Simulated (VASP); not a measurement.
Output of a VASP run:

File OSZICAR:
```
...
       N       E                     dE             d eps       ncg     rms          rms(c)
DAV:   1    -0.144965524326E+03    0.90933E-04   -0.92233E-02  1272   0.397E-01    0.282E-02
RMM:   2    -0.144965599277E+03   -0.74951E-04   -0.80019E-04  1271   0.631E-02    0.109E-02
RMM:   3    -0.144965612102E+03   -0.12825E-04   -0.13318E-04  1069   0.258E-02    0.828E-03
RMM:   4    -0.144965614188E+03   -0.20867E-05   -0.25343E-05   814   0.103E-02
  14 F= -.14496561E+03 E0= -.14494514E+03  d E =-.330823E-02  mag=     1.0000
       N       E                     dE             d eps       ncg     rms          rms(c)
DAV:   1    -0.144965601775E+03    0.10327E-04   -0.27157E-02  1328   0.215E-01    0.193E-02
RMM:   2    -0.144965624635E+03   -0.22861E-04   -0.24438E-04  1232   0.349E-02    0.541E-03
RMM:   3    -0.144965628722E+03   -0.40873E-05   -0.41108E-05   880   0.144E-02    0.306E-03
RMM:   4    -0.144965629432E+03   -0.70946E-06   -0.79718E-06   590   0.569E-03
  15 F= -.14496563E+03 E0= -.14494516E+03  d E =-.332348E-02  mag=     1.0000
       N       E                     dE             d eps       ncg     rms          rms(c)
DAV:   1    -0.144958875323E+03    0.67534E-02   -0.78450E+00  1272   0.344E+00    0.233E-01
RMM:   2    -0.144965341609E+03   -0.64663E-02   -0.67161E-02  1272   0.551E-01    0.712E-02
RMM:   3    -0.144966473294E+03   -0.11317E-02   -0.11461E-02  1276   0.227E-01    0.584E-02
RMM:   4    -0.144966675444E+03   -0.20215E-03   -0.22017E-03  1310   0.918E-02    0.506E-02
RMM:   5    -0.144966735343E+03   -0.59898E-04   -0.62913E-04  1239   0.466E-02    0.358E-02
RMM:   6    -0.144966747556E+03   -0.12213E-04   -0.12751E-04  1037   0.210E-02    0.108E-02
RMM:   7    -0.144966751593E+03   -0.40371E-05   -0.42921E-05   914   0.119E-02
  16 F= -.14496675E+03 E0= -.14494656E+03  d E =-.112216E-02  mag=     1.0000
       N       E                     dE             d eps       ncg     rms          rms(c)
DAV:   1    -0.144966259073E+03    0.48848E-03   -0.71531E-01  1272   0.104E+00    0.691E-02
RMM:   2    -0.144966845171E+03   -0.58610E-03   -0.60760E-03  1272   0.166E-01    0.224E-02
RMM:   3    -0.144966946817E+03   -0.10165E-03   -0.10338E-03  1273   0.682E-02    0.182E-02
RMM:   4    -0.144966964950E+03   -0.18132E-04   -0.19939E-04  1078   0.275E-02    0.153E-02
RMM:   5    -0.144966970262E+03   -0.53126E-05   -0.56362E-05   903   0.138E-02
  17 F= -.14496697E+03 E0= -.14494669E+03  d E =-.134083E-02  mag=     1.0000
       N       E                     dE             d eps       ncg     rms          rms(c)
DAV:   1    -0.144966902863E+03    0.62087E-04   -0.46730E-02  1272   0.267E-01    0.210E-02
RMM:   2    -0.144966940924E+03   -0.38060E-04   -0.39163E-04  1233   0.421E-02    0.582E-03
RMM:   3    -0.144966947466E+03   -0.65424E-05   -0.65904E-05   869   0.172E-02    0.377E-03
RMM:   4    -0.144966948666E+03   -0.11998E-05   -0.12798E-05   651   0.670E-03
  18 F= -.14496695E+03 E0= -.14494669E+03  d E =-.131923E-02  mag=     1.0000
       N       E                     dE             d eps       ncg     rms          rms(c)
DAV:   1    -0.144966949876E+03   -0.24105E-05   -0.65032E-03  1272   0.995E-02    0.993E-03
RMM:   2    -0.144966955333E+03   -0.54567E-05   -0.56565E-05   864   0.160E-02    0.310E-03
RMM:   3    -0.144966956314E+03   -0.98038E-06   -0.98178E-06   626   0.648E-03    0.896E-04
RMM:   4    -0.144966956461E+03   -0.14720E-06   -0.15926E-06   326   0.237E-03
  19 F= -.14496696E+03 E0= -.14494669E+03  d E =-.132703E-02  mag=     1.0000
```

OUTCAR:
```
------------------------ aborting loop because EDIFF is reached ----------------------------------------
  FORCE on cell =-STRESS in cart. coord.  units (eV):
  Direction    XX          YY          ZZ          XY          YZ          ZX
  --------------------------------------------------------------------------------------
  Total       -2.6011533     -2.4710893     -2.5355249     -0.0116560     -0.0180026     -0.0204254
  in kB       -2.3235306     -2.2073485     -2.2649068     -0.0104120     -0.0160811     -0.0182454
  external PRESSURE =      -2.2652620 kB  Pullay stress =       0.0000000 kB
  volume of cell :     1793.61
      direct lattice vectors                 reciprocal lattice vectors
    12.149993395  0.000000000  0.000000000     0.082304571  0.000000000  0.000000000
     0.000000000 12.149993395  0.000000000     0.000000000  0.082304571  0.000000000
     0.000000000  0.000000000 12.149993395     0.000000000  0.000000000  0.082304571
 POSITION                                       TOTAL-FORCE (eV/Angst)
 -----------------------------------------------------------------------------------
      0.01506      0.01422      0.01428        -0.013838     -0.015564     -0.013535
      0.01564      0.03243      4.04988        -0.005817     -0.015886      0.000498
      0.01507      0.01421      8.08540        -0.013744     -0.015816      0.013226
      0.01569      4.04991      0.03245        -0.007154      0.000053     -0.013928
      0.16862      4.04986      4.04986         0.008051     -0.000242      0.000116
      0.01568      4.04989      8.06724        -0.014525     -0.002968      0.007749
      0.01508      8.08565      0.01424        -0.013643      0.013423     -0.013796
      0.01587      8.06751      4.04987        -0.006648      0.014039      0.000446
      0.01509      8.08567      8.08545        -0.013507      0.013792      0.013433
      4.04998      0.02874      0.01589        -0.000399     -0.001790     -0.026745
      4.04989      0.16925      4.04989         0.000248     -0.011896      0.000615
      4.04998      0.02864      8.08378        -0.000290      0.002687      0.007900
      4.05001      4.05001      0.16934        -0.000443      0.001536     -0.009150
      4.05000      4.04990      7.93038        -0.000376      0.000091      0.008787
      4.04984      8.07999      0.02654         0.000620      0.026056      0.012604
      4.05245      7.92948      4.05248         0.003957      0.015970      0.006623
      4.04996      8.07124      8.08405        -0.000368      0.001408      0.028088
      8.08498      0.01427      0.01427         0.013177     -0.015561     -0.013771
      8.08303      0.02770      4.04887         0.005723      0.007184      0.000233
      8.08497      0.01426      8.08542         0.012966     -0.015832      0.012826
      8.08432      4.04989      0.03244         0.006560      0.000003     -0.013960
      7.93144      4.04968      4.04986        -0.008856     -0.000294      0.000212
      8.08434      4.04987      8.06726         0.013869     -0.003056      0.007718
      8.08495      8.08563      0.01421         0.013112      0.013456     -0.013776
      8.08441      8.06734      4.04987         0.012818      0.008039     -0.002452
      8.08496      8.08566      8.08548         0.012842      0.013873      0.013346
      1.97577      1.97616      1.97594        -0.002192     -0.000561     -0.000900
      1.97573      1.97618      6.12347        -0.001847     -0.000490     -0.000386
      2.02660      2.02709     10.12470        -0.005461     -0.003790     -0.000246
      1.97579      6.12386      1.97593        -0.001765     -0.002003     -0.000828
      1.97580      6.12373      6.12354        -0.001575     -0.001921     -0.000589
      2.02662      6.07288     10.12466        -0.006043      0.001346     -0.000198
      2.02650     10.12502      2.02674        -0.005469     -0.001268     -0.004178
      2.02656     10.12493      6.07262        -0.006117     -0.001017      0.002703
      2.06136     10.12491     10.12466        -0.003871     -0.001025     -0.000231
      6.12423      1.97616      1.97585         0.001695     -0.000751     -0.001041
      6.12427      1.97618      6.12355         0.001388     -0.000755     -0.000245
      6.07348      2.02714     10.12470         0.004890     -0.003769     -0.000202
      6.12427      6.12375      1.97589         0.001155     -0.001879     -0.000846
      6.12427      6.12362      6.12357         0.000943     -0.001773     -0.000506
      6.07348      6.07278     10.12466         0.005424      0.001348     -0.000251
      6.07347     10.12494      2.02685         0.004998     -0.001195     -0.004423
      6.07341     10.12485      6.07246         0.005607     -0.001043      0.002575
      6.03760     10.12522     10.12404         0.005730     -0.001725      0.001482
     10.12496      2.02706      2.02675        -0.000188     -0.003659     -0.004796
     10.12497      2.02706      6.07269        -0.000124     -0.004111      0.002910
     10.12486      2.06192     10.12462        -0.000160     -0.001277      0.000060
     10.12491      6.07288      2.02679        -0.000168      0.001089     -0.005073
     10.12491      6.07283      6.07267        -0.000166      0.001369      0.003595
     10.12492      6.03801     10.12469        -0.000146     -0.001017     -0.000096
     10.12492     10.12493      2.06163        -0.000236     -0.000803     -0.002020
     10.12492     10.12495      6.03779        -0.000183     -0.000884      0.000732
     10.12494     10.12493     10.12471        -0.000454     -0.001140     -0.000306
 -----------------------------------------------------------------------------------
    total drift:                                0.014289      0.066037      0.059735
  FREE ENERGIE OF THE ION-ELECTRON SYSTEM (eV)
...
```
(Selected blocks of OUTCAR.)

### POSCAR
```
Tl26Br27
1
   12.1499933950     0.0000000000     0.0000000000
    0.0000000000    12.1499933950     0.0000000000
    0.0000000000     0.0000000000    12.1499933950
Tl Br
26 27
Direct
  0.0000000000   0.0000000000   0.0000000000
  0.0000000000   0.0000000000   0.3333330000
  0.0000000000   0.0000000000   0.6666670000
  0.0000000000   0.3333330000   0.0000000000
  0.0000000000   0.3333330000   0.3333330000
  0.0000000000   0.3333330000   0.6666670000
  0.0000000000   0.6666670000   0.0000000000
  0.0000000000   0.6666670000   0.3333330000
  0.0000000000   0.6666670000   0.6666670000
  0.3333330000   0.0000000000   0.0000000000
  0.3333330000   0.0000000000   0.3333330000
  0.3333330000   0.0000000000   0.6666670000
  0.3333330000   0.3333330000   0.0000000000
  0.3333330000   0.3333330000   0.6666670000
  0.3333330000   0.6666670000   0.0000000000
  0.3333330000   0.6666670000   0.3333330000
  0.3333330000   0.6666670000   0.6666670000
  0.6666670000   0.0000000000   0.0000000000
  0.6666670000   0.0000000000   0.3333330000
  0.6666670000   0.0000000000   0.6666670000
  0.6666670000   0.3333330000   0.0000000000
  0.6666670000   0.3333330000   0.3333330000
  0.6666670000   0.3333330000   0.6666670000
  0.6666670000   0.6666670000   0.0000000000
  0.6666670000   0.6666670000   0.3333330000
  0.6666670000   0.6666670000   0.6666670000
  0.1666670000   0.1666670000   0.1666670000
  0.1666670000   0.1666670000   0.5000000000
  0.1666670000   0.1666670000   0.8333330000
  0.1666670000   0.5000000000   0.1666670000
  0.1666670000   0.5000000000   0.5000000000
  0.1666670000   0.5000000000   0.8333330000
  0.1666670000   0.8333330000   0.1666670000
  0.1666670000   0.8333330000   0.5000000000
  0.1666670000   0.8333330000   0.8333330000
  0.5000000000   0.1666670000   0.1666670000
  0.5000000000   0.1666670000   0.5000000000
  0.5000000000   0.1666670000   0.8333330000
  0.5000000000   0.5000000000   0.1666670000
  0.5000000000   0.5000000000   0.5000000000
  0.5000000000   0.5000000000   0.8333330000
  0.5000000000   0.8333330000   0.1666670000
  0.5000000000   0.8333330000   0.5000000000
  0.5000000000   0.8333330000   0.8333330000
  0.8333330000   0.1666670000   0.1666670000
  0.8333330000   0.1666670000   0.5000000000
  0.8333330000   0.1666670000   0.8333330000
  0.8333330000   0.5000000000   0.1666670000
  0.8333330000   0.5000000000   0.5000000000
  0.8333330000   0.5000000000   0.8333330000
  0.8333330000   0.8333330000   0.1666670000
  0.8333330000   0.8333330000   0.5000000000
  0.8333330000   0.8333330000   0.8333330000
```

Q: Reconstruct the remaining input files.

A: This is not unique; one that fits is the input of the run itself, PBE GGA, plane waves, VASP's PBE PAW potentials (set 64).

### INCAR
```
SYSTEM = Tl26Br27
PREC = Normal
ENCUT = 400
EDIFF = 1E-5
NELM = 100
ALGO = Fast
LREAL = Auto
LASPH = .TRUE.
ISMEAR = 0
SIGMA = 0.05
GGA = PE
LMAXMIX = 4
LWAVE = .FALSE.
LCHARG = .FALSE.
NELMIN = 4
ISYM = 0
ISPIN = 2
NUPDOWN = 1
LORBIT = 10
IBRION = 2
ISIF = 2
NSW = 60
EDIFFG = -0.03
```

**KPOINTS**
```
Automatic mesh
0
Gamma
1 1 1
0 0 0
```

POTCAR, in this order: Tl_d Br (PBE.64 set). Program: vasp_gam. The INCAR's line for the spin-polarised start is left out here.

The supercell is sampled at Γ alone, which is coarse: total energies, pressure and levels can be off, energies of defects by several tenths of an eV. The run has a spin-polarised start.

The cell is a supercell with a defect, built from a database entry that may be metastable or hypothetical: vac_Tl.
